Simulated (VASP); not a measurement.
Here is a VASP 6.6.1 calculation.

The input INCAR:

```
PREC     = Accurate       # precision mode
ENCUT    = 520            # plane-wave cutoff, eV
EDIFF    = 1E-7           # SCF threshold, eV
ISMEAR   = 0              # smearing method
SIGMA    = 0.02           # smearing width, eV
LREAL    = False          # projectors in reciprocal space
LASPH    = True           # aspherical terms in the spheres
NELM     = 60             # most SCF steps
ALGO     = Fast           # electronic algorithm
ISIF     = 3              # what is computed and relaxed
LWAVE    = False          # write WAVECAR
LCHARG   = False          # write CHGCAR
GGA      = PE             # functional
IBRION   = 2              # ionic algorithm
NSW      = 80             # ionic steps
EDIFFG   = -0.002         # ionic threshold
```

The input KPOINTS:

```
Automatic mesh
0
Gamma
  14 14 14
```

The input POSCAR:

```
Si                                      
1.0
    0.0000000000      2.7342497352      2.7342497352
    2.7342497352     -0.0000000000      2.7342497352
    2.7342497352      2.7342497352     -0.0000000000
  Si            
     2
Direct
     0.7500000000000000    0.7500000000000000    0.7500000000000000
     0.5000000000000000    0.5000000000000000    0.5000000000000000
```

Potentials or basis: VASP PAW PBE potentials, release 64 (Si).

Launch:

```bash
$ cat potpaw_PBE.64/Si/POTCAR > POTCAR
$ mpirun -np 1 vasp_std > vasp.out
```

Task: What does it give for the band gap on the k mesh?

Result: 0.61 eV, indirect (least direct gap 2.56 eV).

Final structure:
```
Si
1.0
     0.00000    2.73425    2.73425
     2.73425    0.00000    2.73425
     2.73425    2.73425    0.00000
Si
2
Cartesian
  4.1014 4.1014 4.1014
  2.7342 2.7342 2.7342
```

Caveat: the relaxation stopped at its first step, so nothing moved. PBE gaps usually lie below the measured ones, often by a third to a half.
